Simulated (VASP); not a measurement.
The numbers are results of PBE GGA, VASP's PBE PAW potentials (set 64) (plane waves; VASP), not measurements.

VASP ran on this input.

POSCAR:
```
Ga3InN4
1.0
  3.3328676614  -5.7360621299  -0.0042731729
  1.6505714102   2.8588731039  -0.0000000005
 -0.0034549855   0.0019947363   5.3835366580
In Ga N
1 3 4
Cartesian
  1.6683858358  -0.9632465341   2.6918380122
  1.6252278099   0.9675899010   0.0114680176
  3.3280414056  -3.8273641695   2.6773129857
  3.3511183879  -1.9347685227   0.0005158710
  1.6669665390  -0.9624271029   4.8678866470
  1.5398203810   1.0168998880   1.9532077883
  3.3186286070  -3.8219296893   4.6827715085
  3.4234605622  -1.9765352835   1.9833530548
```

KPOINTS:
```
k-points along high-symmetry lines
9
Line-mode
Reciprocal
  0.000000   0.000000   0.000000 ! GAMMA
  0.500000  -0.500000   0.000000 ! Z

  0.500000  -0.500000   0.000000 ! Z
  1.000000  -0.500000   0.000000 ! D

  1.000000  -0.500000   0.000000 ! D
  0.500000   0.000000   0.000000 ! B

  0.500000   0.000000   0.000000 ! B
  0.000000   0.000000   0.000000 ! GAMMA

  0.000000   0.000000   0.000000 ! GAMMA
  0.500000   0.000000  -0.500000 ! A

  0.500000   0.000000  -0.500000 ! A
  1.000000  -0.500000  -0.500000 ! E

  1.000000  -0.500000  -0.500000 ! E
  0.500000  -0.500000   0.000000 ! Z

  0.500000  -0.500000   0.000000 ! Z
  0.500000  -0.500000  -0.500000 ! C_2

  0.500000  -0.500000  -0.500000 ! C_2
  0.000000   0.000000  -0.500000 ! Y_2

  0.000000   0.000000  -0.500000 ! Y_2
  0.000000   0.000000   0.000000 ! GAMMA
```

### INCAR
```
ALGO = Normal
EDIFF = 1E-6
ENCUT = 500
GGA = PE
ICHARG = 11
ISMEAR = 0
LASPH = .True.
LCHARG = .False.
LMAXMIX = 4
LREAL = .False.
LWAVE = .False.
NELM = 100
PREC = Accurate
SIGMA = 0.05
SYSTEM = Ga3InN4
```

POTCAR, in this order: In_d Ga_d N (PBE.64 set). Program: vasp_std. Read from the step before: CHGCAR.

Output

**OSZICAR**
```
       N       E                     dE             d eps       ncg     rms          rms(c)
DAV:   1     0.778371073381E+03    0.77837E+03   -0.33298E+04  8158   0.288E+03
DAV:   2     0.105443074324E+03   -0.67293E+03   -0.65419E+03  7956   0.692E+02
DAV:   3    -0.343031212938E+02   -0.13975E+03   -0.13520E+03  8932   0.232E+02
DAV:   4    -0.459964553052E+02   -0.11693E+02   -0.11575E+02  9774   0.653E+01
DAV:   5    -0.463705518108E+02   -0.37410E+00   -0.37290E+00 10472   0.127E+01
DAV:   6    -0.463841206648E+02   -0.13569E-01   -0.13558E-01 11510   0.226E+00
DAV:   7    -0.463844449118E+02   -0.32425E-03   -0.32405E-03 10848   0.315E-01
DAV:   8    -0.463844560442E+02   -0.11132E-04   -0.11130E-04 11583   0.583E-02
DAV:   9    -0.463844563159E+02   -0.27169E-06   -0.27135E-06  7800   0.922E-03
   1 F= -.46384456E+02 E0= -.46384456E+02  d E =-.151330E-10
```

**OUTCAR**
```
 val. band max:        5.5277728861   @ k =   0.0000   0.0000   0.0000

 cond. band min:       6.3515174128   @ k =   0.0000   0.0000   0.0000



 k-point     1 :       0.0000    0.0000    0.0000
  band No.  band energies     occupation
      1      -9.9602      2.00000
      2      -9.4904      2.00000
      3      -9.4675      2.00000
      4      -9.2712      2.00000
      5      -8.0891      2.00000
      6      -8.0881      2.00000
      7      -8.0619      2.00000
      8      -8.0223      2.00000
      9      -8.0070      2.00000
     10      -7.9549      2.00000
     11      -7.9510      2.00000
     12      -7.9452      2.00000
     13      -7.8773      2.00000
     14      -7.8592      2.00000
     15      -7.8535      2.00000
     16      -7.8108      2.00000
     17      -7.7429      2.00000
     18      -7.7282      2.00000
     19      -7.5872      2.00000
     20      -7.5561      2.00000
     21      -7.4704      2.00000
     22      -6.4936      2.00000
     23      -6.2792      2.00000
     24      -5.8415      2.00000
     25      -1.1562      2.00000
     26      -0.6218      2.00000
     27       0.4273      2.00000
     28       1.5617      2.00000
     29       2.8516      2.00000
     30       3.3598      2.00000
     31       4.2486      2.00000
     32       4.3878      2.00000
     33       4.6377      2.00000
     34       5.2917      2.00000
     35       5.3947      2.00000
     36       5.5278      2.00000
     37       6.3515      0.00000
     38       8.8785      0.00000
     39      10.0261      0.00000
     40      10.4699      0.00000
     41      11.1861      0.00000
     42      13.1030      0.00000
     43      13.7704      0.00000

 k-point     2 :       0.0625   -0.0625    0.0000
  band No.  band energies     occupation
      1      -9.9394      2.00000
      2      -9.4888      2.00000
      3      -9.4611      2.00000
      4      -9.2697      2.00000
      5      -8.0855      2.00000
      6      -8.0829      2.00000
...
```

The density is held fixed in this step, so its total energy and stress have no physical meaning. Unless said otherwise, spin-orbit coupling is left out, though it shifts the bands of the heavy elements here.

The structure was generated: Ga3InN4 was put into an ordered model structure (Pm), which need not be its known phase. It was relaxed first.
